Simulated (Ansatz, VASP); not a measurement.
# SnSe2: VASP beside Ansatz, part 2 of 2

One calculation is typed for both programs; each brings its own data sets. How far apart do they land? The structure shown comes from an earlier Ansatz run, which isn't shown and may have moved the atoms alone.

VASP 6.6.1 and Ansatz 0.2.0.

So far: The starting structure; Ansatz: elastic constants, PBE with D3(BJ).

### 3. VASP: elastic constants, PBE with D3(BJ)

Level of this step: PBE with D3(BJ); plane waves and PAW (Sn_d, Se) (VASP).

The same cell, functional and mesh now go to VASP, with its own data sets.

Lines of VASP's logs that name or quote its potential files are left out, and so is its time.

Input file INCAR:

```
SYSTEM = SnSe2
PREC = Accurate
ENCUT = 500
EDIFF = 1E-08
NELM = 120
ISMEAR = 0
SIGMA = 0.01
LREAL = .FALSE.
ALGO = Normal
GGA = PE
IVDW = 12
NBANDS = 19
LORBIT = 11
LWAVE = .FALSE.
LCHARG = .FALSE.
ISIF = 3
IBRION = 6
NFREE = 2
POTIM = 0.015
NSW = 1
LASPH = .TRUE.
GGA_COMPAT = .FALSE.
EFERMI = MIDGAP
KPAR = 2
KBLOWUP = .FALSE.
```

Input file POSCAR:

```
SnSe2
1.0
    3.8396476855      0.0000000000      0.0000000000
   -1.9198238428      3.3252324372      0.0000000000
    0.0000000000      0.0000000000      6.0087953374
Sn Se
1 2
Direct
    0.0000000000      0.0000000000      0.0000000000
    0.3333333333      0.6666666667      0.2652161124
    0.6666666667      0.3333333333      0.7347838876
```

Input file KPOINTS:

```
Automatic mesh
0
Gamma
12 12 6
0 0 0
```

The projector-augmented-wave data sets are Sn_d and Se (PBE family, release 64).

Launch:

```console
$ mpirun -np 2 vasp_std
```

Numbers of over 12 decimals in the logs are rounded to 6 here.

The program printed:

```text
[banner, memory and clock lines left out]
running    2 mpi-ranks, on    1 nodes
 distrk:  each k-point on    1 cores,    2 groups
 distr:  one band on    1 cores,    1 groups

 POSCAR found type information on POSCAR SnSe
 POSCAR found :  2 types and       3 ions
 LDA part: xc-table for (Slater+PW92), standard interpolation
 POSCAR, INCAR and KPOINTS ok, starting setup
 FFT: planning ... GRIDC
 FFT: planning ... GRID_SOFT
 FFT: planning ... GRID
 WAVECAR not read
 WARNING: random wavefunctions but no delay for mixing, default for NELMDL
 entering main loop
       N       E                     dE             d eps       ncg     rms          rms(c)
DAV:   1     0.199609590739E+03    0.19961E+03   -0.12040E+04  3884   0.152E+03
DAV:   2     0.101449150979E+02   -0.18946E+03   -0.18357E+03  4109   0.381E+02
DAV:   3    -0.113159957531E+02   -0.21461E+02   -0.20878E+02  4697   0.114E+02
DAV:   4    -0.120386021547E+02   -0.72261E+00   -0.72122E+00  4539   0.219E+01
DAV:   5    -0.120555960308E+02   -0.16994E-01   -0.16992E-01  5145   0.353E+00    0.491E+00
DAV:   6    -0.118199017391E+02    0.23569E+00   -0.53047E-01  5640   0.759E+00    0.316E+00
DAV:   7    -0.118057049230E+02    0.14197E-01   -0.14592E-01  4271   0.242E+00    0.104E+00
DAV:   8    -0.118059523155E+02   -0.24739E-03   -0.11120E-02  4568   0.989E-01    0.274E-01
DAV:   9    -0.118064428727E+02   -0.49056E-03   -0.15159E-03  4168   0.295E-01    0.832E-02
DAV:  10    -0.118064519360E+02   -0.90633E-05   -0.12484E-04  4913   0.777E-02    0.324E-02
DAV:  11    -0.118064808202E+02   -0.28884E-04   -0.46451E-05  3929   0.392E-02    0.898E-03
DAV:  12    -0.118064807221E+02    0.98090E-07   -0.24730E-06  5149   0.118E-02    0.647E-03
DAV:  13    -0.118064811497E+02   -0.42752E-06   -0.19761E-06  3986   0.765E-03    0.255E-03
DAV:  14    -0.118064812491E+02   -0.99472E-07   -0.39208E-08  4613   0.127E-03    0.125E-03
DAV:  15    -0.118064813068E+02   -0.57670E-07   -0.18551E-08  3287   0.839E-04    0.394E-04
DAV:  16    -0.118064813380E+02   -0.31163E-07   -0.18600E-09  2669   0.271E-04    0.581E-05
DAV:  17    -0.118064813391E+02   -0.11141E-08   -0.25931E-10  2032   0.124E-04
   1 F= -.12898441E+02 E0= -.12898441E+02  d E =-.248473-131
[... from here on, the cycles between the ionic steps are left out ...]
   2 F= -.12892933E+02 E0= -.12892933E+02  d E =-.215910E-72
   3 F= -.12891548E+02 E0= -.12891548E+02  d E =-.176437-132
  13 F= -.12896542E+02 E0= -.12896542E+02  d E =-.766615-113
  14 F= -.12897865E+02 E0= -.12897865E+02  d E =-.221170-131
  15 F= -.12897865E+02 E0= -.12897865E+02  d E =-.220379-131
  16 F= -.12896808E+02 E0= -.12896808E+02  d E =-.867007-131
  17 F= -.12896808E+02 E0= -.12896808E+02  d E =-.866356-131
  18 F= -.12898050E+02 E0= -.12898050E+02  d E =-.459484-125
  19 F= -.12898050E+02 E0= -.12898050E+02  d E =-.454074-125
  20 F= -.12897715E+02 E0= -.12897715E+02  d E =-.530336-113
 Finite differences progress:
  Degree of freedom:  10/ 10
  Displacement:        1/  2
  Total:              19/ 20
 bond charge predicted
       N       E                     dE             d eps       ncg     rms          rms(c)
DAV:   1    -0.118036956490E+02    0.19075E-02   -0.74709E-01  3818   0.360E+00    0.278E-01
DAV:   2    -0.118055103545E+02   -0.18147E-02   -0.25249E-02  4251   0.850E-01    0.596E-02
DAV:   3    -0.118054993899E+02    0.10965E-04   -0.79702E-04  4671   0.164E-01    0.405E-02
DAV:   4    -0.118054805952E+02    0.18795E-04   -0.47150E-05  4453   0.410E-02    0.194E-02
DAV:   5    -0.118054780337E+02    0.25615E-05   -0.23429E-05  4409   0.274E-02    0.771E-03
DAV:   6    -0.118054782966E+02   -0.26291E-06   -0.23162E-06  4649   0.102E-02    0.572E-03
DAV:   7    -0.118054783876E+02   -0.91023E-07   -0.67614E-07  4022   0.437E-03    0.151E-03
DAV:   8    -0.118054784918E+02   -0.10420E-06   -0.99709E-08  4285   0.178E-03    0.342E-04
DAV:   9    -0.118054784511E+02    0.40784E-07   -0.14077E-08  3146   0.730E-04    0.295E-04
DAV:  10    -0.118054784426E+02    0.84879E-08   -0.25377E-09  2113   0.413E-04
  21 F= -.12897283E+02 E0= -.12897283E+02  d E =-.275539-150
 Finite differences progress:
  Degree of freedom:  10/ 10
  Displacement:        2/  2
  Total:              20/ 20
```

OUTCAR, selected parts (step 3):

```text
ion  position               nearest neighbor table
   1  0.000  0.000  0.000-   2 2.73   3 2.73   3 2.73   2 2.73   3 2.73   2 2.73
   2  0.333  0.667  0.265-   1 2.73   1 2.73   1 2.73
   3  0.667  0.333  0.735-   1 2.73   1 2.73   1 2.73

  LATTYP: Found a hexagonal cell.
 ALAT       =     3.8396476855
 C/A-ratio  =     1.5649340329

 Subroutine GETGRP returns: Found 12 space group operations
 (whereof 12 operations were pure point group operations)

The static configuration has the point symmetry D_3d.

 Found    100 irreducible k-points:

   k-points           NKPTS =    100   k-points in BZ     NKDIM =    100   number of bands    NBANDS=     19

   dimension x,y,z NGX =    28 NGY =   28 NGZ =   48
   dimension x,y,z NGXF=    56 NGYF=   56 NGZF=   96

   ENCUT  =  500.0 eV  36.75 Ry    6.06 a.u.   7.00  7.00 10.96*2*pi/ulx,y,z

   NELECT =      26.0000    total number of electrons

 k-points in reciprocal lattice and weights: Automatic mesh
   0.00000000  0.00000000  0.00000000       0.001
   0.08333333  0.00000000  0.00000000       0.007
   0.16666667  0.00000000  0.00000000       0.007
   0.25000000 -0.00000000  0.00000000       0.007
   0.33333333 -0.00000000  0.00000000       0.007
   0.41666667  0.00000000  0.00000000       0.007
   0.50000000 -0.00000000  0.00000000       0.003
   0.08333333  0.08333333  0.00000000       0.007
   0.16666667  0.08333333  0.00000000       0.014
[...]
18      12.5155      0.00000
    ...

 k-point     2 :       0.0833    0.0000    0.0000
  band No.  band energies     occupation
    ...
      9       2.8107      2.00000
     10       3.3252      2.00000
     11       3.4955      2.00000
     12       4.0815      2.00000
     13       4.4062      2.00000
     14       5.7924      0.00000
     15       7.7039      0.00000
     16       8.6441      0.00000
     17       9.0103      0.00000
     18      12.3946      0.00000
    ...

 k-point     3 :       0.1667    0.0000    0.0000
  band No.  band energies     occupation
    ...
      9       1.6537      2.00000
     10       2.7048      2.00000
     11       2.8443      2.00000
     12       4.1998      2.00000
     13       4.3453      2.00000
     14       6.4213      0.00000
     15       7.9560      0.00000
     16       8.9285      0.00000
     17       9.2483      0.00000
     18      11.4068      0.00000
    ...

 k-point     4 :       0.2500   -0.0000    0.0000
  band No.  band energies     occupation
    ...
      9       0.7568      2.00000
     10       1.9229      2.00000
     11       2.3948      2.00000
     12       4.0831      2.00000
     13       4.1902      2.00000
     14       6.2021      0.00000
     15       8.0981      0.00000
     16       9.4155      0.00000
     17       9.7516      0.00000
     18      10.6612      0.00000
    ...

 Edisp (eV)   -1.09180

  Total       0.10969     0.10969     0.23931    -0.00000     0.00000    -0.00000
  in kB       2.29067     2.29067     4.99764    -0.00000     0.00000    -0.00000
  external pressure =        3.19 kB  Pullay stress =        0.00 kB

  energy-cutoff  :      500.00
  volume of cell :       76.72
      direct lattice vectors                 reciprocal lattice vectors
     3.839647686  0.000000000  0.000000000     0.260440562  0.150365428  0.000000000
    -1.919823843  3.325232437  0.000000000     0.000000000  0.300730857  0.000000000
     0.000000000  0.000000000  6.008795337     0.000000000  0.000000000  0.166422709

 POSITION                                       TOTAL-FORCE (eV/Angst)
 -----------------------------------------------------------------------------------
      0.00000      0.00000      0.00000         0.000000     -0.000000     -0.109374
     -0.00000      2.21682      1.57863         0.000000     -0.000000      0.141394
      1.91982      1.10841      4.41517        -0.000000      0.000000     -0.032020
 -----------------------------------------------------------------------------------
    total drift:                                0.000000      0.000000      0.000002

  FREE ENERGIE OF THE ION-ELECTRON SYSTEM (eV)
  ---------------------------------------------------
  free  energy   TOTEN  =       -12.8972825103 eV

  energy  without entropy=      -12.8972825103  energy(sigma->0) =      -12.89728251

  SYMMETRIZED ELASTIC MODULI (kBar)
 Direction    XX          YY          ZZ          XY          YZ          ZX
 --------------------------------------------------------------------------------
 XX        1148.5483    387.1255    473.0908     -0.0000    -63.4709      0.0000
 YY         387.1255   1148.5483    473.0908     -0.0000     63.4709     -0.0000
 ZZ         473.0908    473.0908   1094.2593     -0.0000      0.0000      0.0000
 XY          -0.0000     -0.0000     -0.0000    380.7114     -0.0000    -63.4708
 YZ         -63.4709     63.4709      0.0000     -0.0000    350.4865     -0.0000
 ZX           0.0000     -0.0000      0.0000    -63.4708     -0.0000    350.4864
 --------------------------------------------------------------------------------

 Eigenvectors and eigenvalues of the dynamical matrix
 ----------------------------------------------------

   1 f  =    7.220205 THz    45.365886 2PiTHz  240.840112 cm-1    29.860355 meV
             X         Y         Z           dx          dy          dz
      0.000000  0.000000  0.000000     0.000000   -0.000000   -0.755995
     -0.000000  2.216822  1.593629     0.000000   -0.000000    0.462856
      1.919824  1.108411  4.415166    -0.000000    0.000000    0.462856

   2 f  =    5.430618 THz    34.121579 2PiTHz  181.145918 cm-1    22.459221 meV
             X         Y         Z           dx          dy          dz
      0.000000  0.000000  0.000000     0.000000   -0.000000   -0.000000
     -0.000000  2.216822  1.593629     0.000000   -0.000000    0.707107
      1.919824  1.108411  4.415166    -0.000000    0.000000   -0.707107

   3 f  =    4.279522 THz    26.889028 2PiTHz  142.749479 cm-1    17.698672 meV
             X         Y         Z           dx          dy          dz
      0.000000  0.000000  0.000000     0.644363   -0.397372   -0.000000
     -0.000000  2.216822  1.593629    -0.393239    0.242507   -0.000000
      1.919824  1.108411  4.415166    -0.393239    0.242507    0.000000

   4 f  =    4.279522 THz    26.889028 2PiTHz  142.749479 cm-1    17.698672 meV
             X         Y         Z           dx          dy          dz
      0.000000  0.000000  0.000000    -0.397372   -0.644363   -0.000000
     -0.000000  2.216822  1.593629     0.242507    0.393239   -0.000000
      1.919824  1.108411  4.415166     0.242507    0.393239   -0.000000

   5 f  =    3.701679 THz    23.258336 2PiTHz  123.474725 cm-1    15.308908 meV
             X         Y         Z           dx          dy          dz
      0.000000  0.000000  0.000000     0.000000   -0.000000    0.000000
     -0.000000  2.216822  1.593629    -0.601865    0.371158    0.000000
      1.919824  1.108411  4.415166     0.601865   -0.371158   -0.000000

   6 f  =    3.701679 THz    23.258336 2PiTHz  123.474725 cm-1    15.308908 meV
             X         Y         Z           dx          dy          dz
      0.000000  0.000000  0.000000    -0.000000    0.000000   -0.000000
     -0.000000  2.216822  1.593629    -0.371158   -0.601865   -0.000000
      1.919824  1.108411  4.415166     0.371158    0.601865   -0.000000

   7 f/i=    0.004801 THz     0.030163 2PiTHz    0.160130 cm-1     0.019854 meV
             X         Y         Z           dx          dy          dz
      0.000000  0.000000  0.000000    -0.000000   -0.000000    0.654577
     -0.000000  2.216822  1.593629    -0.000000   -0.000000    0.534569
      1.919824  1.108411  4.415166    -0.000000   -0.000000    0.534569

   8 f/i=    0.009675 THz     0.060788 2PiTHz    0.322711 cm-1     0.040011 meV
             X         Y         Z           dx          dy          dz
      0.000000  0.000000  0.000000    -0.408325   -0.510061   -0.000000
     -0.000000  2.216822  1.593629    -0.334542   -0.417895   -0.000000
      1.919824  1.108411  4.415166    -0.334542   -0.417895   -0.000000

   9 f/i=    0.009675 THz     0.060788 2PiTHz    0.322711 cm-1     0.040011 meV
             X         Y         Z           dx          dy          dz
      0.000000  0.000000  0.000000     0.510061   -0.408325   -0.000000
     -0.000000  2.216822  1.593629     0.417895   -0.334542   -0.000000
      1.919824  1.108411  4.415166     0.417895   -0.334542   -0.000000

 ELASTIC MODULI CONTR FROM IONIC RELAXATION (kBar)
 Direction    XX          YY          ZZ          XY          YZ          ZX
 --------------------------------------------------------------------------------
 XX        -118.7250   -103.4774   -294.4311      0.0000     43.0020     -0.0000
 YY        -103.4774   -118.7250   -294.4311      0.0000    -43.0020      0.0000
 ZZ        -294.4311   -294.4311   -780.2763      0.0000      0.0000      0.0000
 XY           0.0000      0.0000      0.0000     -7.6238      0.0000     43.0020
 YZ          43.0020    -43.0020      0.0000      0.0000   -242.5524      0.0000
 ZX          -0.0000      0.0000      0.0000     43.0020      0.0000   -242.5523
 --------------------------------------------------------------------------------

 TOTAL ELASTIC MODULI (kBar)
 Direction    XX          YY          ZZ          XY          YZ          ZX
 --------------------------------------------------------------------------------
 XX        1029.8233    283.6481    178.6597     -0.0000    -20.4688      0.0000
 YY         283.6481   1029.8233    178.6597     -0.0000     20.4688     -0.0000
 ZZ         178.6597    178.6597    313.9830     -0.0000      0.0000      0.0000
 XY          -0.0000     -0.0000     -0.0000    373.0876     -0.0000    -20.4688
 YZ         -20.4688     20.4688      0.0000     -0.0000    107.9341     -0.0000
 ZX           0.0000     -0.0000      0.0000    -20.4688     -0.0000    107.9340
 --------------------------------------------------------------------------------

 total charge
# of ion       s       p       d       tot
------------------------------------------
    1        1.066   1.009  10.092  12.167
    2        1.487   2.301   0.028   3.816
    3        1.487   2.301   0.028   3.816
--------------------------------------------------
tot          4.040   5.611  10.148  19.799

[... 2 further parts left out ...]
```

Levels, forces or a CONTCAR printed for this step are those of its last displaced cell, not of the structure at rest.

### 4. Side by side

Known differences besides the potentials themselves: fixed occupations in Ansatz, narrow Gaussian smearing in VASP; the data sets hold 46 valence electrons in Ansatz (on its PAW soft_1 files) and 26 in VASP; the cutoff is 420 eV in Ansatz and 500 eV in VASP; VASP takes each elastic constant from one size of strain, Ansatz from those that its log lists. Total energies have different zeros and are not compared.

Compared:

| quantity | Ansatz | VASP | difference |
| --- | --- | --- | --- |
| C11 (GPa) | 102.8 | 103.0 | -0.15 % |
| C22 (GPa) | 102.8 | 103.0 | -0.15 % |
| C33 (GPa) | 31.2 | 31.4 | -0.77 % |
| C12 (GPa) | 28.2 | 28.4 | -0.46 % |
| C13 (GPa) | 17.7 | 17.9 | -0.93 % |
| C23 (GPa) | 17.7 | 17.9 | -0.93 % |
| C44 (GPa) | 10.7 | 10.8 | -0.65 % |
| C55 (GPa) | 10.7 | 10.8 | -0.65 % |
| C66 (GPa) | 37.3 | 37.3 | -0.03 % |

### 5. Outcome

| Property | Result |
| --- | --- |
| difference in C13 (elastic constants, PBE with D3(BJ)) | -0.93 % |

In words: The difference in C13 is -0.93 % (elastic constants, PBE with D3(BJ)), within the 5 % picked in this series as the mark of a large difference. The data sets hold unlike numbers of valence electrons (46 in Ansatz and 26 in VASP), so part of the differences comes from the potentials. VASP runs on this material, other cells of it included, that failed, so that no pair exists: elastic constants, PBE (crashed). How closely two codes agree says nothing of how well the functional describes the real material.

[Lines on the potential files, build, host, timing and source positions are cut from VASP's logs without a mark.]

[Logs are printed without paths, hosts, clocks, repeated set-up lines and the standing remarks that a program may print on its own settings, such as how far it seeks lower states.]

[Hosts, paths, dates, database ids (printed as entryN), source tags and the programs' standing remarks are cut or masked in the printed files.]
